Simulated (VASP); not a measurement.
# Y3Ti: the relaxed cell at several levels, part 2 of 3

Aim: relax Y3Ti with several functionals and dispersion schemes, and compare the cells. The cell is invented: it takes the structure of a Materials Project entry for Tb3Zr (space group 139 there), with all of its atoms replaced by other elements, volume scaled by an estimate. It may not be a known or stable phase.

VASP 6.6.1, plane waves and PAW; the level of theory is named at each step.

So far. Step 2 (Relaxation with PBE): It ends with forces that vanish by symmetry and a pressure of -0.01 GPa. The conventional cell has a = 4.828 and c = 9.569 Å.

### Step 3. Relaxation with LDA

This step: LDA; plane waves and PAW (Y_sv, Ti_sv); invented cell (VASP 6.6.1).

LDA, the lowest rung, knows the local density alone.

INCAR

```
SYSTEM = Y3Ti
PREC = Accurate
ENCUT = 520
EDIFF = 1E-06
NELM = 100
ISMEAR = -1
SIGMA = 0.05
LREAL = .FALSE.
ALGO = Normal
GGA = CA
LORBIT = 11
LWAVE = .FALSE.
LCHARG = .FALSE.
KPAR = 2
IBRION = 2
NSW = 60
ISIF = 3
EDIFFG = -0.01
```

POSCAR

```
Y3Ti
1.0
   -2.4239180000      2.4239180000      4.8257120000
    2.4239180000     -2.4239180000      4.8257120000
    2.4239180000      2.4239180000     -4.8257120000
Y Ti
3 1
Direct
    0.7500000000      0.2500000000      0.5000000000
    0.2500000000      0.7500000000      0.5000000000
    0.5000000000      0.5000000000      0.0000000000
    0.0000000000      0.0000000000      0.0000000000
```

KPOINTS

```
Automatic mesh
0
Gamma
7 7 7
0 0 0
```

PAW data sets: Y_sv and Ti_sv (PBE family, release 64).

The run is started by

```sh
$ mpirun -np 2 vasp_std
```

What it wrote:

```text
[banner, memory and clock lines left out]
running    2 mpi-ranks, on    1 nodes
 distrk:  each k-point on    1 cores,    2 groups
 distr:  one band on    1 cores,    1 groups

 POSCAR found type information on POSCAR Y Ti
 POSCAR found :  2 types and       4 ions
|                                                                             |
|               ----> ADVICE to this user running VASP <----                  |
|                                                                             |
|     You enforced a specific xc type in the INCAR file but a different       |
|     [... a line on the potential file left out ...]
|     I HOPE YOU KNOW WHAT YOU ARE DOING!                                     |
|                                                                             |

 LDA part: xc-table for (Slater(with rela. corr.)+CA(PZ))
 , standard interpolation
 POSCAR, INCAR and KPOINTS ok, starting setup
 FFT: planning ... GRIDC
 FFT: planning ... GRID_SOFT
 FFT: planning ... GRID
 WAVECAR not read
 entering main loop
       N       E                     dE             d eps       ncg     rms          rms(c)
DAV:   1     0.351196391850E+03    0.35120E+03   -0.22139E+04  2160   0.164E+03
DAV:   2     0.877494522092E+01   -0.34242E+03   -0.33764E+03  2239   0.451E+02
DAV:   3    -0.277461518741E+02   -0.36521E+02   -0.35330E+02  3618   0.101E+02
DAV:   4    -0.311286742414E+02   -0.33825E+01   -0.32935E+01  3184   0.264E+01
DAV:   5    -0.313128009623E+02   -0.18413E+00   -0.18149E+00  3226   0.548E+00    0.476E+01
DAV:   6    -0.362543179949E+02   -0.49415E+01   -0.83201E+01  2784   0.276E+01    0.307E+01
DAV:   7    -0.322623547242E+02    0.39920E+01   -0.23888E+02  2951   0.436E+01    0.312E+01
DAV:   8    -0.316438053970E+02    0.61855E+00   -0.65935E+00  2972   0.908E+00    0.148E+01
DAV:   9    -0.296041831211E+02    0.20396E+01   -0.23185E+00  2836   0.638E+00    0.101E+01
DAV:  10    -0.287926937569E+02    0.81149E+00   -0.14810E+00  3360   0.465E+00    0.544E+00
DAV:  11    -0.286430871701E+02    0.14961E+00   -0.20558E-01  3042   0.177E+00    0.399E+00
DAV:  12    -0.286989175118E+02   -0.55830E-01   -0.30494E+00  2922   0.635E+00    0.581E+00
DAV:  13    -0.285594132432E+02    0.13950E+00   -0.23721E+00  2702   0.522E+00    0.214E+00
DAV:  14    -0.285389637161E+02    0.20450E-01   -0.19448E-01  2651   0.165E+00    0.550E-01
DAV:  15    -0.285398016402E+02   -0.83792E-03   -0.14801E-02  2751   0.595E-01    0.315E-01
DAV:  16    -0.285395920403E+02    0.20960E-03   -0.74530E-04  2736   0.144E-01    0.239E-01
DAV:  17    -0.285392009646E+02    0.39108E-03   -0.68477E-03  2936   0.288E-01    0.130E-01
DAV:  18    -0.285390828879E+02    0.11808E-03   -0.53310E-04  3016   0.797E-02    0.544E-02
DAV:  19    -0.285390874480E+02   -0.45601E-05   -0.29518E-05  2565   0.253E-02    0.534E-02
DAV:  20    -0.285391031483E+02   -0.15700E-04   -0.14355E-05  2194   0.128E-02    0.644E-02
DAV:  21    -0.285390624236E+02    0.40725E-04   -0.23739E-04  2554   0.542E-02    0.452E-03
DAV:  22    -0.285390629971E+02   -0.57349E-06   -0.65478E-06  2184   0.888E-03
   1 F= -.28539063E+02 E0= -.28511883E+02  d E =-.285391E+02
 curvature:   0.00 expect dE= 0.000E+00 dE for cont linesearch  0.000E+00
 trial: gam= 0.00000 g(F)=  0.195E-50 g(S)=  0.471E+00 ort = 0.000E+00 (trialstep = 0.100E+01)
 search vector abs. value=  0.471E+00
 bond charge predicted
       N       E                     dE             d eps       ncg     rms          rms(c)
DAV:   1    -0.371996664062E+02   -0.86606E+01   -0.17887E+02  2594   0.999E+01    0.235E+01
DAV:   2    -0.359319788339E+02    0.12677E+01   -0.89037E+01  2867   0.470E+01    0.350E+01
DAV:   3    -0.305442747082E+02    0.53877E+01   -0.13389E+02  2811   0.376E+01    0.139E+01
DAV:   4    -0.286343525914E+02    0.19099E+01   -0.96512E+00  2988   0.158E+01    0.824E+00
DAV:   5    -0.285977905537E+02    0.36562E-01   -0.13388E+00  2865   0.445E+00    0.478E+00
DAV:   6    -0.286457280549E+02   -0.47938E-01   -0.28896E-01  3322   0.221E+00    0.219E+00
DAV:   7    -0.287217841488E+02   -0.76056E-01   -0.20806E-01  2941   0.203E+00    0.497E-01
DAV:   8    -0.287317459952E+02   -0.99618E-02   -0.21272E-02  3102   0.616E-01    0.370E-01
DAV:   9    -0.287371984367E+02   -0.54524E-02   -0.66333E-03  2749   0.327E-01    0.116E-01
DAV:  10    -0.287387615210E+02   -0.15631E-02   -0.33570E-03  3068   0.217E-01    0.768E-02
DAV:  11    -0.287390073982E+02   -0.24588E-03   -0.72292E-04  3037   0.954E-02    0.240E-02
DAV:  12    -0.287390378742E+02   -0.30476E-04   -0.15496E-04  2711   0.477E-02    0.105E-02
DAV:  13    -0.287390391414E+02   -0.12671E-05   -0.11984E-05  2681   0.142E-02    0.491E-03
DAV:  14    -0.287390392934E+02   -0.15205E-06   -0.16737E-06  1666   0.720E-03
   2 F= -.28739039E+02 E0= -.28718111E+02  d E =-.199976E+00
[...]
3 F= -.28746778E+02 E0= -.28725053E+02  d E =-.207715E+00
[...]
4 F= -.28746729E+02 E0= -.28724911E+02  d E =-.207666E+00
[...]
5 F= -.28746898E+02 E0= -.28725140E+02  d E =-.169531E-03
[...]
6 F= -.28747102E+02 E0= -.28725503E+02  d E =-.373372E-03
[...]
7 F= -.28747095E+02 E0= -.28725632E+02  d E =0.657712E-05
 trial-energy change:    0.000007  1 .order   -0.000004   -0.000199    0.000192
 step:   0.7272(harm=  0.7874)  dis= 0.00000  next Energy=   -28.747148 (dE=-0.458E-04)
 bond charge predicted
       N       E                     dE             d eps       ncg     rms          rms(c)
DAV:   1    -0.287488476416E+02   -0.17525E-02   -0.32249E-02  2891   0.135E+00    0.392E-01
DAV:   2    -0.287540651021E+02   -0.52175E-02   -0.74602E-02  2831   0.105E+00    0.883E-01
DAV:   3    -0.287471297185E+02    0.69354E-02   -0.41749E-02  2749   0.668E-01    0.121E-01
DAV:   4    -0.287471092500E+02    0.20469E-04   -0.24558E-03  3122   0.183E-01    0.719E-02
DAV:   5    -0.287471091672E+02    0.82769E-07   -0.24026E-04  2787   0.624E-02    0.468E-02
DAV:   6    -0.287471251891E+02   -0.16022E-04   -0.31298E-05  2700   0.200E-02    0.241E-02
DAV:   7    -0.287471434918E+02   -0.18303E-04   -0.28469E-05  2361   0.190E-02    0.714E-03
DAV:   8    -0.287471457848E+02   -0.22930E-05   -0.40641E-06  2334   0.969E-03    0.586E-03
DAV:   9    -0.287471468302E+02   -0.10454E-05   -0.19925E-06  1668   0.668E-03    0.149E-03
DAV:  10    -0.287471469351E+02   -0.10490E-06   -0.41834E-07  1188   0.402E-03
   8 F= -.28747147E+02 E0= -.28725612E+02  d E =-.449142E-04
 curvature:  -0.39 expect dE=-0.221E-06 dE for cont linesearch -0.728E-10
 trial: gam= 0.00122 g(F)=  0.100E-51 g(S)=  0.565E-06 ort = 0.155E-06 (trialstep = 0.138E+01)
 search vector abs. value=  0.566E-06
 reached required accuracy - stopping structural energy minimisation
```

The job ended after 12 min (2 MPI ranks of AMD EPYC 7R43, shared host; peak memory 0.71 GiB; 25 min of CPU time).

From OUTCAR (step 3):

```text
The static configuration has the point symmetry D_4h.

 Found     40 irreducible k-points:

   NELECT =      45.0000    total number of electrons

 E-fermi :   4.2938

 k-point     1 :       0.0000    0.0000    0.0000
  band No.  band energies     occupation
    ...
     17      -0.7929      2.00000
     18       2.1232      2.00000
     19       2.9938      2.00000
     20       3.0805      2.00000
     21       3.4602      2.00000
     22       4.4093      0.18043
     23       4.4093      0.18043
     24       4.4278      0.12827
     25       4.4278      0.12827
     26       5.7177      0.00000
    ...

 k-point     2 :       0.1429    0.0000    0.0000
  band No.  band energies     occupation
    ...
     19       3.1394      2.00000
     20       3.1401      2.00000
     21       3.4808      2.00000
     22       3.9621      1.99737
     23       4.1119      1.94875
     24       4.5384      0.01489
     25       4.7459      0.00024
     26       5.5997      0.00000
     27       5.8807      0.00000

  Total       -0.0028230     -0.0028230      0.0055589      0.0000000     -0.0000000      0.0000000
  in kB       -0.0446263     -0.0446263      0.0878769      0.0000000     -0.0000000      0.0000000
  external PRESSURE =      -0.0004586 kB  Pullay stress =       0.0000000 kB

  energy-cutoff  :      520.00
  volume of cell :      101.35
      direct lattice vectors                 reciprocal lattice vectors
    -2.340842275  2.340842275  4.624071659     0.000000000  0.213598330  0.108129812
     2.340842275 -2.340842275  4.624071659     0.213598330  0.000000000  0.108129812
     2.340842275  2.340842275 -4.624071659     0.213598330  0.213598330  0.000000000

 POSITION                                       TOTAL-FORCE (eV/Angst)
 -----------------------------------------------------------------------------------
     -0.00000      2.34084      2.31204        -0.000000      0.000000      0.000000
      2.34084     -0.00000      2.31204        -0.000000      0.000000      0.000000
      0.00000      0.00000      4.62407         0.000000     -0.000000     -0.000000
      0.00000      0.00000      0.00000         0.000000     -0.000000     -0.000000
 -----------------------------------------------------------------------------------
    total drift:                                0.000000     -0.000000      0.000000

  FREE ENERGIE OF THE ION-ELECTRON SYSTEM (eV)
  ---------------------------------------------------
  free  energy   TOTEN  =       -28.7471469351 eV

  energy  without entropy=      -28.7040773228  energy(sigma->0) =      -28.72561213

 total charge
# of ion       s       p       d       f       tot
--------------------------------------------------
    1        2.311   6.259   1.164   0.016   9.750
    2        2.311   6.259   1.164   0.016   9.750
    3        2.314   6.258   1.168   0.015   9.755
    4        2.235   6.053   1.879   0.000  10.166
--------------------------------------------------
tot          9.171  24.829   5.375   0.046  39.422

[... 8 parts as in an earlier step ...]

[... 5 further parts left out ...]
```

The PAW data sets were made with PBE, though LDA sets exist; this is a small mismatch. After so large a change of volume the plane waves of the start cell no longer fit, so the final stress carries a basis-set error.

The steps of the relaxation:

```tsv
step	energy less that of the first step (eV)	largest force (eV/Å)	pressure (GPa)	volume (Å³)
1	0.0000	0.0000	-5.10	113.41
2	-0.2000	0.0000	1.17	99.24
3	-0.2077	0.0000	0.03	101.31
4	-0.2077	0.0000	-0.09	101.54
5	-0.2078	0.0000	-0.10	101.53
6	-0.2080	0.0000	-0.09	101.51
7	-0.2080	0.0000	0.09	101.17
8	-0.2081	0.0000	0.00	101.35
```

```tsv
conventional cell, symmetrised	before	after	change
a (Å)	4.848	4.682	-3.4 %
b (Å)	4.848	4.682	-3.4 %
c (Å)	9.651	9.248	-4.2 %
volume (Å³/atom)	28.35	25.34	-10.6 %
```

Final coordinates:

```
Y Ti
1.0
    -2.34084    2.34084    4.62407
     2.34084   -2.34084    4.62407
     2.34084    2.34084   -4.62407
Y Ti
3 1
Cartesian
  0.0000 2.3408 2.3120
  2.3408 0.0000 2.3120
  0.0000 0.0000 4.6241
  0.0000 0.0000 0.0000
```

This step gave:

```
free energy (TOTEN)             : -28.75 eV
energy at zero smearing         : -28.73 eV
Fermi energy                    : 4.294 eV
pressure                        : -4.59e-5 GPa
SCF cycles over all ionic steps : 91
```

It ends at 25.34 Å³/atom, -10.6 % from the start, with 0.00 GPa left. The conventional cell has a = 4.682 and c = 9.248 Å.

### Step 4. Relaxation with PBEsol

This step: PBEsol; plane waves and PAW (Y_sv, Ti_sv); invented cell (VASP 6.6.1).

PBEsol restores the gradient expansion of exchange and is tuned for the cells of solids.

INCAR: that of step 3 with these lines changed.

```diff
@@ -9,3 +9,3 @@
 ALGO = Normal
-GGA = CA
+GGA = PS
 LORBIT = 11
```

POSCAR is that of step 3.

KPOINTS is that of step 3.

The run is started by

```sh
$ mpirun -np 2 vasp_std
```

What it wrote:

```text
[banner, memory and clock lines left out]
running    2 mpi-ranks, on    1 nodes
[...]
[... a notice as in an earlier step ...]

 LDA part: xc-table for (Slater+PW92), standard interpolation
 POSCAR, INCAR and KPOINTS ok, starting setup
[...]
entering main loop
       N       E                     dE             d eps       ncg     rms          rms(c)
DAV:   1     0.352662240660E+03    0.35266E+03   -0.22161E+04  2160   0.164E+03
DAV:   2     0.968146548226E+01   -0.34298E+03   -0.33815E+03  2239   0.452E+02
DAV:   3    -0.271310459439E+02   -0.36813E+02   -0.35644E+02  3621   0.102E+02
DAV:   4    -0.305137865039E+02   -0.33827E+01   -0.32936E+01  3184   0.266E+01
[...]
DAV:  21    -0.278894885514E+02    0.11452E-04   -0.15872E-05  2421   0.202E-02    0.359E-02
DAV:  22    -0.278894806048E+02    0.79466E-05   -0.53124E-05  2565   0.244E-02    0.324E-03
DAV:  23    -0.278894807544E+02   -0.14958E-06   -0.16089E-06  1909   0.500E-03
   1 F= -.27889481E+02 E0= -.27861668E+02  d E =-.278895E+02
[... from here on, the cycles between the ionic steps are left out ...]
   2 F= -.27962839E+02 E0= -.27939583E+02  d E =-.733582E-01
   3 F= -.27965010E+02 E0= -.27941188E+02  d E =-.755291E-01
   4 F= -.27964989E+02 E0= -.27941095E+02  d E =-.755086E-01
   5 F= -.27965092E+02 E0= -.27941229E+02  d E =-.102977E-03
   6 F= -.27965216E+02 E0= -.27941438E+02  d E =-.226656E-03
[...]
reached required accuracy - stopping structural energy minimisation
```

The job ended after 9.1 min (2 MPI ranks; peak memory 0.8 GiB; 18 min of CPU time).

From OUTCAR (step 4):

```text
  Total       -0.0396055     -0.0396055     -0.0363190      0.0000000     -0.0000000     -0.0000000
  in kB       -0.5984494     -0.5984494     -0.5487894      0.0000000     -0.0000000     -0.0000000
  external PRESSURE =      -0.5818961 kB  Pullay stress =       0.0000000 kB

 POSITION                                       TOTAL-FORCE (eV/Angst)
 -----------------------------------------------------------------------------------
     -0.00000      2.37525      2.34926         0.000000     -0.000000     -0.000000
      2.37525     -0.00000      2.34926         0.000000      0.000000      0.000000
      2.37525      2.37525      0.00000        -0.000000      0.000000     -0.000000
      2.37525      2.37525     -4.69852        -0.000000      0.000000     -0.000000
 -----------------------------------------------------------------------------------
    total drift:                               -0.000000     -0.000000     -0.000000

  FREE ENERGIE OF THE ION-ELECTRON SYSTEM (eV)
  ---------------------------------------------------
  free  energy   TOTEN  =       -27.9652160195 eV

  energy  without entropy=      -27.9176607308  energy(sigma->0) =      -27.94143838

[... 2 parts as in an earlier step ...]

[... 2 further parts left out ...]
[key lines of the parts left out:]
E-fermi :   4.1602
```

The PAW data sets were made with PBE, which is usual practice but a small mismatch for other functionals.

Relaxation path:

```tsv
step	energy less that of the first step (eV)	largest force (eV/Å)	pressure (GPa)	volume (Å³)
1	0.0000	0.0000	-3.07	113.41
2	-0.0734	0.0000	0.58	104.73
3	-0.0755	0.0000	0.02	105.90
4	-0.0755	0.0000	-0.05	106.05
5	-0.0756	0.0000	-0.06	106.05
6	-0.0757	0.0000	-0.06	106.03
```

```tsv
conventional cell, symmetrised	before	after	change
a (Å)	4.848	4.750	-2.0 %
b (Å)	4.848	4.750	-2.0 %
c (Å)	9.651	9.397	-2.6 %
volume (Å³/atom)	28.35	26.51	-6.5 %
```

The relaxed structure:

```
Y Ti
1.0
    -2.37525    2.37525    4.69852
     2.37525   -2.37525    4.69852
     2.37525    2.37525   -4.69852
Y Ti
3 1
Direct
  0.75000 0.25000 0.50000
  0.25000 0.75000 0.50000
  0.50000 0.50000 0.00000
  0.00000 0.00000 0.00000
```

It ends at 26.51 Å³/atom, -6.5 % from the start, with -0.06 GPa left. The conventional cell has a = 4.750 and c = 9.397 Å.

### Step 5. Relaxation with r2SCAN

This step: r2SCAN; plane waves and PAW (Y_sv, Ti_sv); invented cell (VASP 6.6.1).

r2SCAN adds the kinetic-energy density, costs more than a GGA and is run with LASPH.

INCAR: that of step 4 with these lines changed.

```diff
@@ -9,3 +9,4 @@
 ALGO = Normal
-GGA = PS
+METAGGA = R2SCAN
+LASPH = .TRUE.
 LORBIT = 11
```

POSCAR is that of step 4.

KPOINTS is that of step 4.

The run is started by

```sh
$ mpirun -np 2 vasp_std
```

What it wrote:

```text
[banner, memory and clock lines left out]
running    2 mpi-ranks, on    1 nodes
[...]
[... a notice as in an earlier step ...]

 LDA part: xc-table for (None), standard interpolation
 POSCAR, INCAR and KPOINTS ok, starting setup
[...]
entering main loop
       N       E                     dE             d eps       ncg     rms          rms(c)
DAV:   1     0.311670813950E+03    0.31167E+03   -0.22745E+04  2160   0.169E+03
DAV:   2    -0.435681889825E+02   -0.35524E+03   -0.35035E+03  2239   0.467E+02
DAV:   3    -0.845245580089E+02   -0.40956E+02   -0.39697E+02  3656   0.106E+02
DAV:   4    -0.891787747819E+02   -0.46542E+01   -0.45548E+01  3184   0.296E+01
[...]
DAV:  21    -0.727592720675E+02   -0.30571E-06   -0.11473E-05  2157   0.128E-02    0.115E-02
DAV:  22    -0.727592717058E+02    0.36171E-06   -0.11850E-05  2083   0.102E-02    0.749E-03
DAV:  23    -0.727592715192E+02    0.18656E-06   -0.17762E-06  1771   0.442E-03
   1 F= -.72759272E+02 E0= -.72730077E+02  d E =-.727593E+02
[...]
N       E                     dE             d eps       ncg     rms          rms(c)
DAV:   1    -0.727609060228E+02   -0.16343E-02   -0.72523E-02  2291   0.222E+00    0.329E-01
DAV:   2    -0.727625623982E+02   -0.16564E-02   -0.31245E-02  2832   0.759E-01    0.633E-01
DAV:   3    -0.727597072598E+02    0.28551E-02   -0.23783E-02  2742   0.424E-01    0.194E-01
DAV:   4    -0.727595445619E+02    0.16270E-03   -0.20289E-03  2980   0.222E-01    0.483E-02
DAV:   5    -0.727595622984E+02   -0.17736E-04   -0.24744E-04  3079   0.876E-02    0.375E-02
DAV:   6    -0.727595700340E+02   -0.77356E-05   -0.25269E-05  2581   0.257E-02    0.221E-02
 hard stop encountered!  aborting job ...
|                                                                             |
|           W    W    AA    RRRRR   N    N  II  N    N   GGGG   !!!           |
|           W    W   A  A   R    R  NN   N  II  NN   N  G    G  !!!           |
|           W    W  A    A  R    R  N N  N  II  N N  N  G       !!!           |
|           W WW W  AAAAAA  RRRRR   N  N N  II  N  N N  G  GGG   !            |
|           WW  WW  A    A  R   R   N   NN  II  N   NN  G    G                |
|           W    W  A    A  R    R  N    N  II  N    N   GGGG   !!!           |
|                                                                             |
|     The electronic self-consistency was not achieved in the given           |
|     number of steps (NELM). The forces and other quantities evaluated       |
|     might not be reliable so examine the results carefully. If you find     |
|     spurious results, we suggest increasing NELM, if you were close to      |
|     convergence or switching to a different ALGO or adjusting the           |
|     density mixing parameters otherwise.                                    |
|                                                                             |

 soft stop encountered!  aborting job ...
   2 F= -.72759570E+02 E0= -.72730492E+02  d E =-.581556E-01
 deleting file STOPCAR
```

Wall time 16 min (2 MPI ranks); peak memory 0.83 GiB.

The run was stopped at its time limit, by a STOPCAR file.

By then 1 ionic step had been finished.

More ranks or a longer limit would be the way on, or going on from the last geometry.

[end of part 2 of 3]

[Lines on the potential files, build, host, timing and source positions are cut from VASP's logs without a mark.]

[Logs are printed without paths, hosts, clocks, repeated set-up lines and the standing remarks that a program may print on its own settings, such as how far it seeks lower states.]

[Hosts, paths, dates, database ids (printed as entryN), source tags and the programs' standing remarks are cut or masked in the printed files.]

[A measured line is paired with the nearest computed mode of its activity, which favours agreement.]
